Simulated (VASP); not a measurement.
An input for Ansatz (written as the equivalent of a VASP run, and not itself run):

Ansatz 0.2 input:
```yaml
crystal:
  lattice:
    - [0.0000000, 2.0577246, 2.0577246]
    - [2.0577246, 0.0000000, 2.0577246]
    - [2.0577246, 2.0577246, 0.0000000]
  atoms:
    - { symbol: N, position: [0.0000000, 0.0000000, 0.0000000] }
    - { symbol: Cu, position: [0.5000000, 0.5000000, 0.5000000] }
kpoints:
  mp_grid: { grid: [14, 14, 14] }
hamiltonian:
  xc: pbesol
  pseudopotentials: { kind: paw }
scf:
  occupations: { method: methfessel_paxton, width: 0.1 }
  max_iter: 100
output: { forces: true, stress: true, eigenvalues: true }
```

Write the VASP files for the same calculation (PBEsol).

Several could match; the one computed here: 
File POSCAR:
```
CuN
2.9100620
  0.0000000000   0.7071067828   0.7071067828
  0.7071067828   0.0000000000   0.7071067828
  0.7071067828   0.7071067828   0.0000000000
N Cu
1 1
Cartesian
  0.0000000000   0.0000000000   0.0000000000
  0.7071067828   0.7071067828   0.7071067828
```

**KPOINTS**
```
Automatic mesh
0
Gamma
14 14 14
0 0 0
```

### INCAR
```
! general
SYSTEM =CuN
PREC   =Accurate
ENCUT  =600
LREAL  =.False.
LASPH  =.True.   ! aspherical one-centre terms

! electronic loop
EDIFF  =1E-7   ! SCF stop (eV)
NELM   =100
ALGO   =Normal   ! blocked Davidson
LMAXMIX=4   ! l cut-off of mixed one-centre charges

! smearing
ISMEAR =1   ! Methfessel-Paxton
SIGMA  =0.1   ! width (eV)

! functional
GGA    =PS   ! PBEsol

! ions
ISIF   =2   ! forces and stress, cell fixed

! output
LWAVE  =.False.
LCHARG =.False.
```

POTCAR, in this order: N Cu (PBE.64 set). Program: vasp_std.

What does not carry over: each code has its own PAW files, so the cut-off isn't converted (ENCUT is set for VASP's; basis.ecutwfc is left out, and Ansatz then takes the one that its files recommend); Ansatz stops its SCF on the density residual and VASP on the energy change (EDIFF).

The structure was generated: CuN was put into the rocksalt type (Fm-3m), which need not be its known phase. It was relaxed first, which changed the volume by +9 %.
